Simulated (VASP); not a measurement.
# Adsorption sites of OH on Al(111), part 8 of 8

Which site of Al(111) does OH prefer, and what does it do to the work function?

VASP 6.6.1, plane waves and PAW; the level of theory is named at each step.

So far. Step 12 (Potential and states with the adsorbate, site bridge): The vacuum level lies 2.96 eV above the Fermi level at the upper face; the two faces differ by 0.87 eV, the step that the slab's dipole of -0.138 e·Å makes. Step 13 (Relaxing the adsorbate, site fcc): The run ended after 13 ionic steps, 0.154 eV below its first step, once the forces on the free atoms met EDIFFG = -0.03.

### Step 14. Potential and states with the adsorbate, site fcc

Level of this step: RPBE; plane waves and PAW (Al, O, H) (VASP).

Contents of INCAR:

```
SYSTEM = Al12HO
PREC = Normal
ENCUT = 440
EDIFF = 1E-06
NELM = 120
ISMEAR = 1
SIGMA = 0.15
LREAL = Auto
ALGO = Fast
GGA = RP
NBANDS = 35
LORBIT = 11
LWAVE = .FALSE.
LCHARG = .FALSE.
KPAR = 4
IDIPOL = 3
LDIPOL = .TRUE.
DIPOL = 0.5 0.5 0.527
LVHAR = .TRUE.
LVACPOTAV = .TRUE.
NEDOS = 1500
```

Contents of POSCAR:

```
Al12HO
1.0
    5.7429020072      0.0000000000      0.0000000000
    2.8714510036      4.9734990297      0.0000000000
    0.0000000000      0.0000000000     19.6890598535
Al O H
12 1 1
Selective dynamics
Direct
    0.1666666700      0.1666666700      0.3809222000  F F F
    0.6666666700      0.1666666700      0.3809222000  F F F
    0.1666666700      0.6666666700      0.3809222000  F F F
    0.6666666700      0.6666666700      0.3809222000  F F F
    0.8367899306      0.3316050297      0.5000565210  T T T
    0.3316050297      0.3316050297      0.5000565210  T T T
    0.8333333300      0.8333333300      0.4955277264  T T T
    0.3316050297      0.8367899306      0.5000565210  T T T
    0.9915537281      0.9915537281      0.6151538330  T T T
    0.5168925438      0.9915537281      0.6151538330  T T T
    0.9915537281      0.5168925438      0.6151538330  T T T
    0.5000000000      0.5000000000      0.6125056181  T T T
    0.1666666700      0.1666666700      0.6735230421  T T T
    0.1666666700      0.1666666700      0.7234216019  T T T
```

Contents of KPOINTS:

```
Automatic mesh
0
Gamma
6 6 1
0 0 0
```

The projector-augmented-wave data sets are Al, O and H (PBE family, release 64).

The run is started by

```bash
$ mpirun -np 4 vasp_std
```

Log:

```text
[... set-up lines as in an earlier step ...]
 entering main loop
       N       E                     dE             d eps       ncg     rms          rms(c)
DAV:   1     0.170610133319E+03    0.17061E+03   -0.12490E+04   490   0.775E+02
DAV:   2    -0.274848499602E+02   -0.19809E+03   -0.18758E+03   651   0.156E+02
DAV:   3    -0.537436807160E+02   -0.26259E+02   -0.25752E+02   697   0.556E+01
DAV:   4    -0.545531704273E+02   -0.80949E+00   -0.80757E+00   604   0.113E+01
[...]
RMM:  23    -0.506830985053E+02   -0.31270E-05   -0.12502E-06   484   0.314E-03    0.111E-03
RMM:  24    -0.506831002977E+02   -0.17924E-05   -0.49203E-07   456   0.214E-03    0.809E-04
RMM:  25    -0.506831010728E+02   -0.77504E-06   -0.13754E-07   368   0.117E-03
 [... a notice as in an earlier step ...]

   1 F= -.50683101E+02 E0= -.50678776E+02  d E =-.129758E-01
```

The job ended after 88 s (4 MPI ranks of Intel Xeon Platinum 8175M at 2.50GHz (Skylake/Cascade Lake), shared host; peak memory 1.4 GiB; 4.6 min of CPU time).

Parts of OUTCAR (step 14):

```text
  Total       -1.4596483     -1.4596483     -0.2588877      0.0000000      0.0000000      0.0000000
  in kB       -4.1585353     -4.1585353     -0.7375706      0.0000000      0.0000000      0.0000000
  external PRESSURE =      -3.0182138 kB  Pullay stress =       0.0000000 kB

 POSITION                                       TOTAL-FORCE (eV/Angst)
 -----------------------------------------------------------------------------------
      1.43573      0.82892      7.50000        -0.000000     -0.000000      0.118938
      4.30718      0.82892      7.50000         0.000000      0.124575     -0.051994
      2.87145      3.31567      7.50000         0.107885     -0.062287     -0.051994
      5.74290      3.31567      7.50000        -0.107885     -0.062287     -0.051994
      5.75779      1.64924      9.84564        -0.011239      0.006489      0.005331
      2.85656      1.64924      9.84564         0.011239      0.006489      0.005331
      7.17863      4.14458      9.75648        -0.000000     -0.000000      0.022551
      4.30718      4.16177      9.84564        -0.000000     -0.012978      0.005331
      8.54159      4.93149     12.11180        -0.024010     -0.013862      0.004633
      5.81566      4.93149     12.11180         0.024010     -0.013862      0.004633
      7.17863      2.57076     12.11180        -0.000000      0.027724      0.004633
      4.30718      2.48675     12.05966        -0.000000     -0.000000      0.009109
      1.43573      0.82892     13.26104        -0.000000     -0.000000     -0.004913
      1.43573      0.82892     14.24349        -0.000000     -0.000000     -0.019594
 -----------------------------------------------------------------------------------
    total drift:                               -0.000011     -0.000006      0.030532

  FREE ENERGIE OF THE ION-ELECTRON SYSTEM (eV)
  ---------------------------------------------------
  free  energy   TOTEN  =       -50.6831010728 eV

  energy  without entropy=      -50.6701252995  energy(sigma->0) =      -50.67877582

[... 2 parts as in an earlier step ...]

[... 1 further part left out ...]
[key lines of the parts left out:]
E-fermi :   1.0627
```

Zero at the Fermi level. The planar average of the electrostatic potential by height:

```csv
height (Å),planar average of the electrostatic potential (eV)
0.0,2.37
0.5,3.23
1.0,3.82
1.5,3.82
2.0,3.82
2.5,3.82
3.0,3.82
3.5,3.81
4.0,3.81
4.5,3.79
5.0,3.73
5.5,3.50
6.0,2.66
6.5,-0.115
7.0,-8.61
7.5,-17.9
8.0,-8.72
8.5,-1.05
9.0,-2.36
9.5,-13.4
10.0,-16.5
10.5,-4.64
11.0,-0.894
11.5,-6.40
12.0,-17.7
12.5,-11.9
13.0,-3.27
13.5,-0.262
14.0,1.78
14.5,1.88
15.0,2.23
15.5,2.32
16.0,2.35
16.5,2.36
17.0,2.37
17.5,2.37
18.0,2.37
18.5,2.37
19.0,2.37
19.5,2.37
```

The map of layer states is cut here 0.5 eV above the Fermi level, so it leaves out the states above that, and it starts at -5 eV, leaving out a taller peak below that would set the scale.

At the end the adsorbate's closest contact with the slab is O-Al at 2.09 Å, 1.74 Å to the side of the slab's atom, and its lowest atom lies 1.15 Å above the highest atom of the slab.

The vacuum level lies 2.37 eV above the Fermi level at the upper face; the two faces differ by 1.45 eV, the step that the slab's dipole of -0.229 e·Å makes.

VASP counts the dipole in electrons times Å, so a positive number points the physical dipole along −c.

The program found no field-free point at its default tolerance, but its printed level agrees with the flat part of the planar average.

On this mesh the fine structure of the density of states is sampling noise, and high empty states may be cut by the number of bands.

### Step 15. Relaxing the adsorbate, site hcp

Contents of INCAR:

```
SYSTEM = Al12HO
PREC = Normal
ENCUT = 440
EDIFF = 1E-05
NELM = 120
ISMEAR = 1
SIGMA = 0.15
LREAL = Auto
ALGO = Fast
GGA = RP
NBANDS = 35
LORBIT = 11
LWAVE = .FALSE.
LCHARG = .FALSE.
KPAR = 4
IBRION = 2
NSW = 50
ISIF = 2
EDIFFG = -0.03
POTIM = 0.4
MAXMIX = 40
IDIPOL = 3
LDIPOL = .TRUE.
DIPOL = 0.5 0.5 0.527
```

Contents of POSCAR:

```
Al12HO
1.0
    5.7429020072      0.0000000000      0.0000000000
    2.8714510036      4.9734990297      0.0000000000
    0.0000000000      0.0000000000     19.6890598535
Al O H
12 1 1
Selective dynamics
Direct
    0.1666666700      0.1666666700      0.3809222000  F F F
    0.6666666700      0.1666666700      0.3809222000  F F F
    0.1666666700      0.6666666700      0.3809222000  F F F
    0.6666666700      0.6666666700      0.3809222000  F F F
    0.8333333300      0.3333333300      0.4978482100  T T T
    0.3333333300      0.3333333300      0.4978482100  T T T
    0.8333333300      0.8333333300      0.4978482100  T T T
    0.3333333300      0.8333333300      0.4978482100  T T T
    0.0000000000      0.0000000000      0.6150397400  T T T
    0.5000000000      0.0000000000      0.6150397400  T T T
    0.0000000000      0.5000000000      0.6150397400  T T T
    0.5000000000      0.5000000000      0.6150397400  T T T
    0.3333333300      0.3333333300      0.6734478100  T T T
    0.3333333300      0.3333333300      0.7232216500  T T T
```

KPOINTS is that of step 14.

The run is started by

```bash
$ mpirun -np 4 vasp_std
```

Log:

```text
[... set-up lines as in an earlier step ...]
 entering main loop
       N       E                     dE             d eps       ncg     rms          rms(c)
DAV:   1     0.170963186140E+03    0.17096E+03   -0.12516E+04   490   0.775E+02
DAV:   2    -0.272062500947E+02   -0.19817E+03   -0.18871E+03   659   0.159E+02
DAV:   3    -0.535473907875E+02   -0.26341E+02   -0.25736E+02   708   0.556E+01
DAV:   4    -0.543116586353E+02   -0.76427E+00   -0.76295E+00   644   0.109E+01
[...]
RMM:  21    -0.502912891924E+02   -0.15458E-04   -0.50007E-06   291   0.577E-03    0.158E-03
RMM:  22    -0.502912997166E+02   -0.10524E-04   -0.37693E-06   301   0.497E-03    0.130E-03
RMM:  23    -0.502913016578E+02   -0.19411E-05   -0.75686E-07   219   0.324E-03
   1 F= -.50291302E+02 E0= -.50287054E+02  d E =-.502913E+02
[... from here on, the cycles between the ionic steps are left out ...]
   2 F= -.50372297E+02 E0= -.50367871E+02  d E =-.809956E-01
   4 F= -.50407859E+02 E0= -.50403143E+02  d E =-.243002E-01
   7 F= -.50420644E+02 E0= -.50416244E+02  d E =-.118321E-01
  10 F= -.50437157E+02 E0= -.50433571E+02  d E =-.283454E-01
  13 F= -.50443400E+02 E0= -.50439940E+02  d E =-.362128E-02
  16 F= -.50448110E+02 E0= -.50444629E+02  d E =-.236801E-02
  19 F= -.50449108E+02 E0= -.50445559E+02  d E =-.396976E-03
  22 F= -.50451005E+02 E0= -.50447371E+02  d E =-.188896E-02
  25 F= -.50452292E+02 E0= -.50448566E+02  d E =-.616929E-03
  28 F= -.50453124E+02 E0= -.50449337E+02  d E =-.454431E-03
  31 F= -.50453466E+02 E0= -.50449629E+02  d E =-.186616E-03
  34 F= -.50453743E+02 E0= -.50449880E+02  d E =-.463381E-03
  35 F= -.50453820E+02 E0= -.50449954E+02  d E =-.772865E-04
  36 F= -.50453922E+02 E0= -.50450048E+02  d E =-.178819E-03
[...]
reached required accuracy - stopping structural energy minimisation
```

The job ended after 12 min (4 MPI ranks; peak memory 1.5 GiB).

Parts of OUTCAR (step 15):

```text
  Total       -1.9508890     -1.9508890     -0.0418312      0.0000000     -0.0000000      0.0000000
  in kB       -5.5580790     -5.5580790     -0.1191770      0.0000000     -0.0000000      0.0000000
  external PRESSURE =      -3.7451117 kB  Pullay stress =       0.0000000 kB

 POSITION                                       TOTAL-FORCE (eV/Angst)
 -----------------------------------------------------------------------------------
      1.43573      0.82892      7.50000        -0.058216     -0.033611      0.034006
      4.30718      0.82892      7.50000         0.058216     -0.033611      0.034006
      2.87145      3.31567      7.50000         0.000000      0.067223      0.034006
      5.74290      3.31567      7.50000        -0.000000      0.000000     -0.147105
      5.74290      1.66552      9.78733        -0.000000     -0.011952     -0.002146
      2.87145      1.65783      9.90074        -0.000000      0.000000      0.027834
      7.17197      4.14074      9.78733         0.010350      0.005976     -0.002146
      4.31384      4.14074      9.78733        -0.010350      0.005976     -0.002146
      0.00000      0.00000     12.00895        -0.000000      0.000000     -0.004750
      5.74290      4.93018     12.14762        -0.000000     -0.005044      0.011759
      7.14111      2.50841     12.14762        -0.004368      0.002522      0.011759
      4.34469      2.50841     12.14762         0.004368      0.002522      0.011759
      2.87145      1.65783     13.44764        -0.000000      0.000000     -0.007825
      2.87145      1.65783     14.43276        -0.000000      0.000000      0.000989
 -----------------------------------------------------------------------------------
    total drift:                                0.000058      0.000033     -0.014538

  FREE ENERGIE OF THE ION-ELECTRON SYSTEM (eV)
  ---------------------------------------------------
  free  energy   TOTEN  =       -50.4539216783 eV

  energy  without entropy=      -50.4422992794  energy(sigma->0) =      -50.45004755

[... 3 parts as in an earlier step ...]

[... 1 further part left out ...]
[key lines of the parts left out:]
E-fermi :   1.0095
```

The steps of the relaxation (22 of 36):

```csv
step,energy less that of the first step (eV),largest force (eV/Å)
1,0.0000,0.8602
3,-0.0923,1.4967
4,-0.1166,0.4401
6,-0.1208,0.2429
8,-0.1413,0.1554
9,-0.1425,0.2873
11,-0.1479,0.5277
13,-0.1521,0.2134
14,-0.1544,0.0858
16,-0.1568,0.0948
18,-0.1574,0.1235
19,-0.1578,0.1265
21,-0.1584,0.0989
23,-0.1602,0.0974
24,-0.1604,0.0837
26,-0.1614,0.2139
28,-0.1618,0.1348
29,-0.1620,0.0513
31,-0.1622,0.0468
33,-0.1624,0.1374
34,-0.1624,0.0959
36,-0.1626,0.0278
```

The atoms that moved most (Å):

```csv
atom,dx,dy,dz,length
H14,0.000,0.000,0.193,0.193
O13,0.000,0.000,0.188,0.188
Al9,0.000,0.000,-0.101,0.101
Al6,0.000,0.000,0.099,0.099
Al11,-0.038,0.022,0.038,0.058
Al10,0.000,-0.043,0.038,0.058
Al12,0.038,0.022,0.038,0.058
Al8,0.007,-0.004,-0.015,0.017
```

The relaxed structure:

```xyz
14
Lattice="5.7429 0.0000 0.0000 2.8715 4.9735 0.0000 0.0000 0.0000 19.6891" Properties=species:S:1:pos:R:3
Al    1.4357    0.8289    7.5000
Al    4.3072    0.8289    7.5000
Al    2.8715    3.3157    7.5000
Al    5.7429    3.3157    7.5000
Al    5.7429    1.6655    9.7873
Al    2.8715    1.6578    9.9007
Al    7.1720    4.1407    9.7873
Al    4.3138    4.1407    9.7873
Al    0.0000    0.0000   12.0090
Al    2.8715   -0.0433   12.1476
Al    1.3982    2.5084   12.1476
Al    4.3447    2.5084   12.1476
O     2.8715    1.6578   13.4476
H     2.8715    1.6578   14.4328
```

The run ended after 36 ionic steps, 0.163 eV below its first step, once the forces on the free atoms met EDIFFG = -0.03.

### Step 16. Potential and states with the adsorbate, site hcp

Contents of INCAR:

```
SYSTEM = Al12HO
PREC = Normal
ENCUT = 440
EDIFF = 1E-06
NELM = 120
ISMEAR = 1
SIGMA = 0.15
LREAL = Auto
ALGO = Fast
GGA = RP
NBANDS = 35
LORBIT = 11
LWAVE = .FALSE.
LCHARG = .FALSE.
KPAR = 4
IDIPOL = 3
LDIPOL = .TRUE.
DIPOL = 0.5 0.5 0.528
LVHAR = .TRUE.
LVACPOTAV = .TRUE.
NEDOS = 1500
```

Contents of POSCAR:

```
Al12HO
1.0
    5.7429020072      0.0000000000      0.0000000000
    2.8714510036      4.9734990297      0.0000000000
    0.0000000000      0.0000000000     19.6890598535
Al O H
12 1 1
Selective dynamics
Direct
    0.1666666700      0.1666666700      0.3809222000  F F F
    0.6666666700      0.1666666700      0.3809222000  F F F
    0.1666666700      0.6666666700      0.3809222000  F F F
    0.6666666700      0.6666666700      0.3809222000  F F F
    0.8325601164      0.3348797573      0.4970948089  T T T
    0.3333333300      0.3333333300      0.5028551135  T T T
    0.8325601164      0.8325601164      0.4970948089  T T T
    0.3348797573      0.8325601164      0.4970948089  T T T
    0.0000000000      0.0000000000      0.6099301199  T T T
    0.5043551678      0.9912896643      0.6169729903  T T T
    0.9912896643      0.5043551678      0.6169729903  T T T
    0.5043551678      0.5043551678      0.6169729903  T T T
    0.3333333300      0.3333333300      0.6830004111  T T T
    0.3333333300      0.3333333300      0.7330347369  T T T
```

KPOINTS is that of step 15.

The run is started by

```bash
$ mpirun -np 4 vasp_std
```

Log:

```text
[... set-up lines as in an earlier step ...]
 entering main loop
       N       E                     dE             d eps       ncg     rms          rms(c)
DAV:   1     0.167215944033E+03    0.16722E+03   -0.12488E+04   490   0.775E+02
DAV:   2    -0.279317013360E+02   -0.19515E+03   -0.18543E+03   659   0.157E+02
DAV:   3    -0.535032356021E+02   -0.25572E+02   -0.24969E+02   716   0.545E+01
DAV:   4    -0.543175102900E+02   -0.81427E+00   -0.81320E+00   625   0.112E+01
[...]
RMM:  24    -0.504539267975E+02   -0.15358E-05   -0.29629E-07   388   0.155E-03    0.752E-04
RMM:  25    -0.504539280193E+02   -0.12219E-05   -0.40343E-07   432   0.167E-03    0.598E-04
RMM:  26    -0.504539281139E+02   -0.94531E-07   -0.72163E-08   329   0.962E-04
 [... a notice as in an earlier step ...]

   1 F= -.50453928E+02 E0= -.50450053E+02  d E =-.116242E-01
```

Run time: 90 s. Hardware: 4 MPI ranks; peak memory 1.4 GiB.

From OUTCAR (step 16):

```text
  Total       -1.9502691     -1.9502691     -0.0409796      0.0000000     -0.0000000      0.0000000
  in kB       -5.5563128     -5.5563128     -0.1167509      0.0000000     -0.0000000      0.0000000
  external PRESSURE =      -3.7431255 kB  Pullay stress =       0.0000000 kB

 POSITION                                       TOTAL-FORCE (eV/Angst)
 -----------------------------------------------------------------------------------
      1.43573      0.82892      7.50000        -0.058243     -0.033626      0.034170
      4.30718      0.82892      7.50000         0.058243     -0.033626      0.034170
      2.87145      3.31567      7.50000        -0.000000      0.067253      0.034170
      5.74290      3.31567      7.50000        -0.000000     -0.000000     -0.147117
      5.74290      1.66552      9.78733        -0.000000     -0.011820     -0.002300
      2.87145      1.65783      9.90074        -0.000000     -0.000000      0.028295
      7.17197      4.14074      9.78733         0.010237      0.005910     -0.002300
      4.31384      4.14074      9.78733        -0.010237      0.005910     -0.002300
      0.00000      0.00000     12.00895        -0.000000     -0.000000     -0.004783
      5.74290      4.93018     12.14762        -0.000000     -0.004914      0.012011
      7.14111      2.50841     12.14762        -0.004256      0.002457      0.012011
      4.34469      2.50841     12.14762         0.004256      0.002457      0.012011
      2.87145      1.65783     13.44764        -0.000000     -0.000000     -0.007458
      2.87145      1.65783     14.43276        -0.000000     -0.000000     -0.000577
 -----------------------------------------------------------------------------------
    total drift:                                0.000058      0.000033     -0.015813

  FREE ENERGIE OF THE ION-ELECTRON SYSTEM (eV)
  ---------------------------------------------------
  free  energy   TOTEN  =       -50.4539281139 eV

  energy  without entropy=      -50.4423039213  energy(sigma->0) =      -50.45005338

[... 2 parts as in an earlier step ...]

[... 1 further part left out ...]
[key lines of the parts left out:]
E-fermi :   1.0164
```

The map of layer states is cut here 0.5 eV above the Fermi level, so it leaves out the states above that, and it starts at -5 eV, leaving out a taller peak below that would set the scale.

At the end the adsorbate's closest contact with the slab is O-Al at 2.14 Å, 1.70 Å to the side of the slab's atom, and its lowest atom lies 1.30 Å above the highest atom of the slab.

The vacuum level lies 2.46 eV above the Fermi level at the upper face; the two faces differ by 1.38 eV, the step that the slab's dipole of -0.217 e·Å makes.

VASP counts the dipole in electrons times Å, so a positive number points the physical dipole along −c.

The program found no field-free point at its default tolerance, but its printed level agrees with the flat part of the planar average.

On this mesh the fine structure of the density of states is sampling noise, and high empty states may be cut by the number of bands.

### Step 17. The sites side by side

This step: adsorption sites, RPBE; plane waves and PAW (VASP 6.6.1).

No new run; the numbers come from the runs before.

The site's symmetry is kept, so a site may be a saddle point. All sites:

```csv
site,adsorption energy (eV),height over the top layer (Å),shortest distance to the metal (Å),bond in the molecule (Å),change of the work function (eV),sideways move (Å)
ontop,-3.314,2.162,1.71,0.9566,-0.3837,0
bridge,-3.487,1.427,1.973,0.9812,-0.9059,0.24
fcc,-3.453,1.162,2.087,0.9825,-1.494,0
hcp,-3.224,1.335,2.141,0.9851,-1.399,0
```

Each adsorption energy is the energy with the adsorbate less the clean slab (-39.500 eV) and the reference (-7.725 eV, free OH).

### Step 18. Outcome

* ontop start: -3.31 eV
* bridge start: -3.49 eV
* fcc start: -3.45 eV
* hcp start: -3.22 eV

**Reading.** Among the starts that kept their site, OH is lowest at the bridge site of Al(111), at -3.49 eV against free OH; fcc lies 0.03 eV higher, ontop lies 0.17 eV higher and hcp lies 0.26 eV higher. The two lowest sites are not resolved at this mesh and slab thickness. At that site the work function falls by 0.91 eV from 3.86 eV. The molecule's bond runs from 0.957 Å (ontop) to 0.985 Å (hcp). The clean slab ran with reciprocal-space projectors and the cells with the adsorbate with LREAL = Auto, which leaves a small offset in these differences. Symmetry was kept, so any start that stayed on its site may sit on a saddle point. The slab is thin, and zero-point and thermal parts are left out. A relaxation stopped short of its threshold, at a residual force of 0.07 eV/Å, so the energy of that state, where it is used, is an upper bound.

[Lines on the potential files, build, host, timing and source positions are cut from VASP's logs without a mark.]

[Logs are printed without paths, hosts, clocks, repeated set-up lines and the standing remarks that a program may print on its own settings, such as how far it seeks lower states.]

[Hosts, paths, dates, database ids (printed as entryN), source tags and the programs' standing remarks are cut or masked in the printed files.]

[Runs that stopped without an error message from VASP are left out.]
